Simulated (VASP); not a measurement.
# CuAu (Tetraauricupride): structure and properties in VASP

What structure does CuAu (Tetraauricupride) take at this level, and what are its properties? The steps: relaxing cell and atoms (PBEsol), second relaxation, single point with fields (PBEsol), band structure (PBEsol), density of states (PBEsol) and field gradients at the nuclei (PBEsol). The start is a cell from a database of measured crystal structures.

Method: PBEsol; plane waves and PAW (Cu, Au), in VASP 6.6.1.

## (1) The starting structure

Before any relaxation, the start is as follows. It takes space group P4/mmm (No. 123, tetragonal). Conventional cell: a = 2.800 Å, b = 2.800 Å, c = 3.670 Å, α = 90.00°, β = 90.00°, γ = 90.00°. Cu has 8 Au at 2.70 Å and 4 Cu at 2.80 Å nearest. Nearest to Au lie 8 Cu at 2.70 Å and 4 Au at 2.80 Å. Farther neighbours are not listed.

## (2) Relaxing cell and atoms (PBEsol)

The start need not lie at this functional's minimum. ISIF = 3 frees volume, shape and positions, and EDIFFG sets the threshold on forces and stress at which the search stops. PBEsol restores the gradient expansion of exchange and is tuned for the cells of solids.

File INCAR:

```
SYSTEM = CuAu
PREC = Accurate
ENCUT = 400
EDIFF = 1E-06
NELM = 100
ISMEAR = 1
SIGMA = 0.2
LREAL = .FALSE.
ALGO = Normal
GGA = PS
NBANDS = 17
LASPH = .TRUE.
LORBIT = 11
LWAVE = .FALSE.
LCHARG = .FALSE.
KPAR = 2
IBRION = 2
NSW = 60
ISIF = 3
EDIFFG = -0.01
```

File POSCAR:

```
CuAu
1.0
    2.8000000000      0.0000000000      0.0000000000
    0.0000000000      2.8000000000      0.0000000000
    0.0000000000      0.0000000000      3.6700000000
Cu Au
1 1
Direct
    0.5000000000      0.5000000000      0.5000000000
    0.0000000000      0.0000000000      0.0000000000
```

File KPOINTS:

```
Automatic mesh
0
Gamma
9 9 7
0 0 0
```

PAW data sets: Cu and Au (PBE family, release 64).

Run with:

```
> mpirun -np 2 vasp_std
```

The log of the run:

```text
[banner, memory and clock lines left out]
running    2 mpi-ranks, on    1 nodes
 distrk:  each k-point on    1 cores,    2 groups
 distr:  one band on    1 cores,    1 groups

 POSCAR found type information on POSCAR CuAu
 POSCAR found :  2 types and       2 ions
|                                                                             |
|               ----> ADVICE to this user running VASP <----                  |
|                                                                             |
|     You enforced a specific xc type in the INCAR file but a different       |
|     [... a line on the potential file left out ...]
|     I HOPE YOU KNOW WHAT YOU ARE DOING!                                     |
|                                                                             |

 LDA part: xc-table for (Slater+PW92), standard interpolation
 POSCAR, INCAR and KPOINTS ok, starting setup
 FFT: planning ... GRIDC
 FFT: planning ... GRID_SOFT
 FFT: planning ... GRID
 WAVECAR not read
 entering main loop
       N       E                     dE             d eps       ncg     rms          rms(c)
DAV:   1     0.108740096106E+03    0.10874E+03   -0.93933E+03  2177   0.151E+03
DAV:   2    -0.592028495410E+01   -0.11466E+03   -0.10811E+03  2079   0.267E+02
DAV:   3    -0.953491023062E+01   -0.36146E+01   -0.35778E+01  2486   0.600E+01
DAV:   4    -0.957894286750E+01   -0.44033E-01   -0.44013E-01  2581   0.538E+00
DAV:   5    -0.958014110686E+01   -0.11982E-02   -0.11982E-02  2850   0.932E-01    0.125E+01
DAV:   6    -0.894484235612E+01    0.63530E+00   -0.96168E+00  2149   0.851E+01    0.584E+00
DAV:   7    -0.843745584350E+01    0.50739E+00   -0.34221E+00  2559   0.879E+01    0.583E+00
DAV:   8    -0.837806738233E+01    0.59388E-01   -0.25698E-01  2963   0.119E+01    0.276E+00
DAV:   9    -0.836988689032E+01    0.81805E-02   -0.17515E-02  3090   0.277E+00    0.126E-01
DAV:  10    -0.836960522287E+01    0.28167E-03   -0.22144E-03  2651   0.658E-01    0.661E-02
DAV:  11    -0.836959916238E+01    0.60605E-05   -0.65158E-05  2489   0.820E-02    0.374E-02
DAV:  12    -0.836959504520E+01    0.41172E-05   -0.89584E-06  2604   0.994E-02    0.392E-03
DAV:  13    -0.836959490348E+01    0.14172E-06   -0.44825E-07  1271   0.699E-03
   1 F= -.83695949E+01 E0= -.83693633E+01  d E =-.836959E+01
 curvature:   0.00 expect dE= 0.000E+00 dE for cont linesearch  0.000E+00
 trial: gam= 0.00000 g(F)=  0.000E+00 g(S)=  0.145E-01 ort = 0.000E+00 (trialstep = 0.100E+01)
 search vector abs. value=  0.145E-01
 bond charge predicted
       N       E                     dE             d eps       ncg     rms          rms(c)
DAV:   1    -0.874537428588E+01   -0.37578E+00   -0.50809E+00  2211   0.434E+01    0.484E+00
DAV:   2    -0.854323777611E+01    0.20214E+00   -0.28864E+00  2119   0.487E+01    0.271E+00
DAV:   3    -0.838132302733E+01    0.16191E+00   -0.99811E-01  2264   0.423E+01    0.147E+00
DAV:   4    -0.837069080399E+01    0.10632E-01   -0.48039E-02  3033   0.507E+00    0.765E-01
DAV:   5    -0.836805760796E+01    0.26332E-02   -0.86659E-03  3071   0.224E+00    0.172E-01
DAV:   6    -0.836780743730E+01    0.25017E-03   -0.13355E-03  3010   0.638E-01    0.127E-02
DAV:   7    -0.836781372686E+01   -0.62896E-05   -0.23273E-05  2959   0.643E-02    0.122E-02
DAV:   8    -0.836781109729E+01    0.26296E-05   -0.18027E-06  1645   0.491E-02    0.165E-03
DAV:   9    -0.836781105303E+01    0.44261E-07   -0.28719E-07  1134   0.780E-03
   2 F= -.83678111E+01 E0= -.83676397E+01  d E =0.178385E-02
[...]
3 F= -.83728320E+01 E0= -.83726360E+01  d E =-.323712E-02
[...]
4 F= -.83728324E+01 E0= -.83726368E+01  d E =-.323750E-02
[...]
5 F= -.83729865E+01 E0= -.83728218E+01  d E =-.154142E-03
[...]
6 F= -.83731070E+01 E0= -.83729942E+01  d E =-.274565E-03
 curvature:  -1.43 expect dE=-0.453E-04 dE for cont linesearch -0.547E-06
 ZBRENT: interpolating
 opt :   2.6864  next Energy=    -8.373107 (dE=-0.275E-03)
 bond charge predicted
       N       E                     dE             d eps       ncg     rms          rms(c)
DAV:   1    -0.837311618461E+01   -0.91036E-05   -0.39715E-04  2336   0.169E-01    0.188E-02
DAV:   2    -0.837311077568E+01    0.54089E-05   -0.68650E-06  2664   0.607E-02    0.110E-02
DAV:   3    -0.837310874917E+01    0.20265E-05   -0.56393E-06  2218   0.750E-02    0.711E-03
DAV:   4    -0.837310798770E+01    0.76148E-06   -0.30545E-06  1250   0.575E-02
   7 F= -.83731080E+01 E0= -.83729928E+01  d E =-.275586E-03
 curvature:  -1.35 expect dE=-0.170E-04 dE for cont linesearch -0.117E-05
 trial: gam= 0.07675 g(F)=  0.606E-65 g(S)=  0.126E-04 ort =-0.136E-04 (trialstep = 0.125E+01)
 search vector abs. value=  0.118E-04
 reached required accuracy - stopping structural energy minimisation
```

Elapsed: 32 s, on 2 MPI ranks of AMD EPYC 7R43, shared host; peak memory 0.21 GiB; 57 s of CPU time.

The logs omit lines about the potential files and the build; timing stands in the text.

OUTCAR, selected parts (step 2):

```text
ion  position               nearest neighbor table
   1  0.500  0.500  0.500-   2 2.70   2 2.70   2 2.70   2 2.70   2 2.70   2 2.70   2 2.70   2 2.70

  LATTYP: Found a simple tetragonal cell.
 ALAT       =     2.8000000000
 C/A-ratio  =     1.3107142857

 Subroutine GETGRP returns: Found 16 space group operations
 (whereof 16 operations were pure point group operations)

The static configuration has the point symmetry D_4h.

 Found     60 irreducible k-points:

   k-points           NKPTS =     60   k-points in BZ     NKDIM =     60   number of bands    NBANDS=     17

   dimension x,y,z NGX =    18 NGY =   18 NGZ =   24
   dimension x,y,z NGXF=    36 NGYF=   36 NGZF=   48

   ENCUT  =  400.0 eV  29.40 Ry    5.42 a.u.   4.57  4.57  5.98*2*pi/ulx,y,z

   NELECT =      22.0000    total number of electrons

 k-points in reciprocal lattice and weights: Automatic mesh
   0.00000000  0.00000000  0.00000000       0.002
   0.11111111  0.00000000  0.00000000       0.007
   0.22222222  0.00000000  0.00000000       0.007
   0.33333333  0.00000000  0.00000000       0.007
   0.44444444  0.00000000  0.00000000       0.007
   0.11111111  0.11111111  0.00000000       0.007
   0.22222222  0.11111111  0.00000000       0.014
   0.33333333  0.11111111  0.00000000       0.014
   0.44444444  0.11111111  0.00000000       0.014
[...]
0.44444444  0.33333333  0.42857143       0.028
   0.44444444  0.44444444  0.42857143       0.014

 average (electrostatic) potential at core
       1 -61.8385       2 -64.8943

 E-fermi :   8.9176

 k-point     1 :       0.0000    0.0000    0.0000
  band No.  band energies     occupation
    ...
      7       6.0545      2.00000
      8       6.7819      2.00000
      9       7.2348      2.00000
     10       7.4684      2.00000
     11       7.4684      2.00000
     12      11.0864     -0.00000
     13      17.3553      0.00000
     14      18.9161      0.00000
     15      18.9161      0.00000
     16      25.8155      0.00000
    ...

 k-point     2 :       0.1111    0.0000    0.0000
  band No.  band energies     occupation
    ...
      7       6.0984      2.00000
      8       6.7692      2.00000
      9       7.0526      2.00000
     10       7.1068      2.00000
     11       7.4046      2.00000
     12      11.8954     -0.00000
     13      16.5961      0.00000
     14      18.0035      0.00000
     15      19.4192      0.00000
     16      25.4251      0.00000
    ...

 k-point     3 :       0.2222    0.0000    0.0000
  band No.  band energies     occupation
    ...
      7       6.1416      2.00000
      8       6.4376      2.00000
      9       6.8135      2.00000
     10       6.8415      2.00000
     11       7.2233      2.00000
     12      13.6563      0.00000
     13      13.9705      0.00000
     14      17.8010      0.00000
     15      20.7870      0.00000
     16      24.1257      0.00000
    ...

  Total        0.0105584      0.0105584      0.0173207      0.0000000      0.0000000     -0.0000000
  in kB        0.5967910      0.5967910      0.9790161      0.0000000      0.0000000     -0.0000000
  external PRESSURE =       0.7241994 kB  Pullay stress =       0.0000000 kB

  energy-cutoff  :      400.00
  volume of cell :       28.35
      direct lattice vectors                 reciprocal lattice vectors
     2.793958478 -0.000000000  0.000000000     0.357915126  0.000000000  0.000000000
     0.000000000  2.793958478 -0.000000000     0.000000000  0.357915126 -0.000000000
     0.000000000  0.000000000  3.631163768    -0.000000000  0.000000000  0.275393803

 POSITION                                       TOTAL-FORCE (eV/Angst)
 -----------------------------------------------------------------------------------
      1.39698      1.39698      1.81558         0.000000     -0.000000      0.000000
      0.00000      0.00000     -0.00000         0.000000      0.000000      0.000000
 -----------------------------------------------------------------------------------
    total drift:                                0.000000     -0.000000     -0.000000

  FREE ENERGIE OF THE ION-ELECTRON SYSTEM (eV)
  ---------------------------------------------------
  free  energy   TOTEN  =        -8.3731079877 eV

  energy  without entropy=       -8.3727625248  energy(sigma->0) =       -8.37299283

 reached required accuracy - stopping structural energy minimisation

 total charge
# of ion       s       p       d       tot
------------------------------------------
    1        0.388   0.340   9.218   9.946
    2        0.615   0.447   8.689   9.751
--------------------------------------------------
tot          1.004   0.787  17.907  19.697

[... 3 further parts left out ...]
```

CONTCAR:

```
CuAu
   1.00000000000000
     2.7939584782686526   -0.0000000000000000    0.0000000000000000
     0.0000000000000000    2.7939584782686526   -0.0000000000000000
     0.0000000000000000    0.0000000000000000    3.6311637681695776
  Cu              Au
     1     1
Direct
     0.5000000000000000    0.5000000000000000    0.5000000000000000
     0.0000000000000000    0.0000000000000000    0.0000000000000000
```

The k-mesh is coarse for a metal. The PAW data sets were made with PBE, which is usual practice but a small mismatch for other functionals. The run keeps the 16 symmetry operations of its start, so it cannot find a distortion of lower symmetry.

Relaxation path:

| step | energy less that of the first step (eV) | largest force (eV/Å) | pressure (GPa) | volume (Å³) |
| --- | --- | --- | --- | --- |
| 1 | 0.0000 | 0.0000 | -2.48 | 28.77 |
| 2 | 0.0018 | 0.0000 | 3.27 | 27.85 |
| 3 | -0.0032 | 0.0000 | 0.00 | 28.36 |
| 4 | -0.0032 | 0.0000 | 0.05 | 28.35 |
| 5 | -0.0034 | 0.0000 | 0.04 | 28.35 |
| 6 | -0.0035 | 0.0000 | 0.12 | 28.35 |
| 7 | -0.0035 | 0.0000 | 0.07 | 28.35 |

| conventional cell, symmetrised | before | after | change |
| --- | --- | --- | --- |
| a (Å) | 2.800 | 2.794 | -0.2 % |
| b (Å) | 2.800 | 2.794 | -0.2 % |
| c (Å) | 3.670 | 3.631 | -1.1 % |
| volume (Å³/atom) | 14.39 | 14.17 | -1.5 % |

The relaxed structure:

```xyz
2
Lattice="2.7940 0.0000 0.0000 0.0000 2.7940 0.0000 0.0000 0.0000 3.6312" Properties=species:S:1:pos:R:3 pbc="T T T"
Cu    1.3970    1.3970    1.8156
Au    0.0000    0.0000    0.0000
```

This step gave:

| Quantity | Value |
| --- | --- |
| electrons | 22 |
| bands | 17 |
| irreducible k-points | 60 |
| symmetry operations | 16 |
| free energy (TOTEN) | -8.373 eV |
| energy at zero smearing | -8.373 eV |
| Fermi energy | 8.918 eV |
| pressure | 0.07242 GPa |
| metallic | yes |
| SCF cycles over all ionic steps | 50 |

It ends with forces that vanish by symmetry and a pressure of 0.07 GPa. The volume lies -1.5 % from that of the database's start, which holds the thermal and zero-point expansion of its experiment.

## (3) Second relaxation

The basis stayed that of the start cell while the cell moved. A rerun from the cell reached resets it; the error of the finite cutoff stays.

INCAR is that of step 2.

File POSCAR:

```
CuAu
1.0
    2.7939584783      0.0000000000      0.0000000000
    0.0000000000      2.7939584783      0.0000000000
    0.0000000000      0.0000000000      3.6311637682
Cu Au
1 1
Direct
    0.5000000000      0.5000000000      0.5000000000
    0.0000000000      0.0000000000      0.0000000000
```

KPOINTS is that of step 2.

Run with:

```
> mpirun -np 2 vasp_std
```

The log of the run:

```text
[banner, memory and clock lines left out]
running    2 mpi-ranks, on    1 nodes
 distrk:  each k-point on    1 cores,    2 groups
 distr:  one band on    1 cores,    1 groups

 POSCAR found type information on POSCAR CuAu
 POSCAR found :  2 types and       2 ions
 [... a notice as in an earlier step ...]

 LDA part: xc-table for (Slater+PW92), standard interpolation
 POSCAR, INCAR and KPOINTS ok, starting setup
 FFT: planning ... GRIDC
 FFT: planning ... GRID_SOFT
 FFT: planning ... GRID
 WAVECAR not read
 entering main loop
       N       E                     dE             d eps       ncg     rms          rms(c)
DAV:   1     0.106303581878E+03    0.10630E+03   -0.93641E+03  2178   0.150E+03
DAV:   2    -0.633980564210E+01   -0.11264E+03   -0.10628E+03  2067   0.266E+02
DAV:   3    -0.954486344246E+01   -0.32051E+01   -0.31714E+01  2561   0.561E+01
DAV:   4    -0.958313432934E+01   -0.38271E-01   -0.38249E-01  2528   0.503E+00
DAV:   5    -0.958426217015E+01   -0.11278E-02   -0.11278E-02  2852   0.901E-01    0.129E+01
DAV:   6    -0.892855632800E+01    0.65571E+00   -0.93523E+00  2139   0.846E+01    0.583E+00
DAV:   7    -0.844571569143E+01    0.48284E+00   -0.34002E+00  2559   0.876E+01    0.602E+00
DAV:   8    -0.838057836242E+01    0.65137E-01   -0.27184E-01  2947   0.125E+01    0.281E+00
DAV:   9    -0.837220205383E+01    0.83763E-02   -0.17819E-02  3106   0.278E+00    0.131E-01
DAV:  10    -0.837191490259E+01    0.28715E-03   -0.22917E-03  2845   0.732E-01    0.653E-02
DAV:  11    -0.837190820362E+01    0.66990E-05   -0.64343E-05  2677   0.851E-02    0.387E-02
DAV:  12    -0.837190404950E+01    0.41541E-05   -0.78004E-06  2498   0.942E-02    0.326E-03
DAV:  13    -0.837190398282E+01    0.66677E-07   -0.51760E-07  1251   0.695E-03
   1 F= -.83719040E+01 E0= -.83717890E+01  d E =-.837190E+01
 curvature:   0.00 expect dE= 0.000E+00 dE for cont linesearch  0.000E+00
 trial: gam= 0.00000 g(F)=  0.000E+00 g(S)=  0.297E-05 ort = 0.000E+00 (trialstep = 0.100E+01)
 search vector abs. value=  0.297E-05
 reached required accuracy - stopping structural energy minimisation
```

It took 8.4 s on 2 MPI ranks; peak memory 0.21 GiB; 14 s of CPU time.

OUTCAR, selected parts (step 3):

```text
  LATTYP: Found a simple tetragonal cell.
 ALAT       =     2.7939584783
 C/A-ratio  =     1.2996484366

The static configuration has the point symmetry D_4h.

 Found     60 irreducible k-points:

   ENCUT  =  400.0 eV  29.40 Ry    5.42 a.u.   4.56  4.56  5.92*2*pi/ulx,y,z

   NELECT =      22.0000    total number of electrons

 E-fermi :   8.9178

 k-point     1 :       0.0000    0.0000    0.0000
  band No.  band energies     occupation
    ...
      7       6.0549      2.00000
      8       6.7823      2.00000
      9       7.2353      2.00000
     10       7.4687      2.00000
     11       7.4687      2.00000
     12      11.0863     -0.00000
     13      17.3553      0.00000
     14      18.9161      0.00000
     15      18.9161      0.00000
     16      25.8157      0.00000
    ...

 k-point     2 :       0.1111    0.0000    0.0000
  band No.  band energies     occupation
    ...
      7       6.0989      2.00000
      8       6.7696      2.00000
      9       7.0530      2.00000
     10       7.1072      2.00000
     11       7.4050      2.00000
     12      11.8953     -0.00000
     13      16.5961      0.00000
     14      18.0036      0.00000
     15      19.4191      0.00000
     16      25.4252      0.00000
    ...

  Total       -0.0067394     -0.0067394     -0.0056751      0.0000000      0.0000000      0.0000000
  in kB       -0.3809290     -0.3809290     -0.3207744      0.0000000      0.0000000      0.0000000
  external PRESSURE =      -0.3608775 kB  Pullay stress =       0.0000000 kB

  energy-cutoff  :      400.00
  volume of cell :       28.35
      direct lattice vectors                 reciprocal lattice vectors
     2.793958478  0.000000000  0.000000000     0.357915126  0.000000000  0.000000000
     0.000000000  2.793958478  0.000000000     0.000000000  0.357915126  0.000000000
     0.000000000  0.000000000  3.631163768     0.000000000  0.000000000  0.275393803

 POSITION                                       TOTAL-FORCE (eV/Angst)
 -----------------------------------------------------------------------------------
      1.39698      1.39698      1.81558         0.000000      0.000000      0.000000
      0.00000      0.00000      0.00000         0.000000      0.000000      0.000000
 -----------------------------------------------------------------------------------
    total drift:                                0.000000     -0.000000     -0.000000

  FREE ENERGIE OF THE ION-ELECTRON SYSTEM (eV)
  ---------------------------------------------------
  free  energy   TOTEN  =        -8.3719039828 eV

  energy  without entropy=       -8.3715589436  energy(sigma->0) =       -8.37178897

[... 6 parts as in an earlier step ...]

[... 6 further parts left out ...]
```

CONTCAR:

```
CuAu
   1.00000000000000
     2.7939584783000000    0.0000000000000000    0.0000000000000000
     0.0000000000000000    2.7939584783000000    0.0000000000000000
     0.0000000000000000    0.0000000000000000    3.6311637682000000
  Cu              Au
     1     1
Direct
     0.5000000000000000    0.5000000000000000    0.5000000000000000
     0.0000000000000000    0.0000000000000000    0.0000000000000000
```

Little changed from the start: no atom moved by 0.005 Å and no cell edge by 0.1 %.

This step gave:

* free energy (TOTEN): -8.372 eV
* energy at zero smearing: -8.372 eV
* pressure: -0.03609 GPa
* SCF cycles over all ionic steps: 13

It ends with forces that vanish by symmetry and a pressure of -0.04 GPa. The volume moved by under 0.01 %: the run met its threshold at the first step.

(Continued in part 2 of 3.)

[Lines on the potential files, build, host, timing and source positions are cut from VASP's logs without a mark.]

[Logs are printed without paths, hosts, clocks, repeated set-up lines and the standing remarks that a program may print on its own settings, such as how far it seeks lower states.]

[Hosts, paths, dates, database ids (printed as entryN), source tags and the programs' standing remarks are cut or masked in the printed files.]

[A measured line is paired with the nearest computed mode of its activity, which favours agreement.]
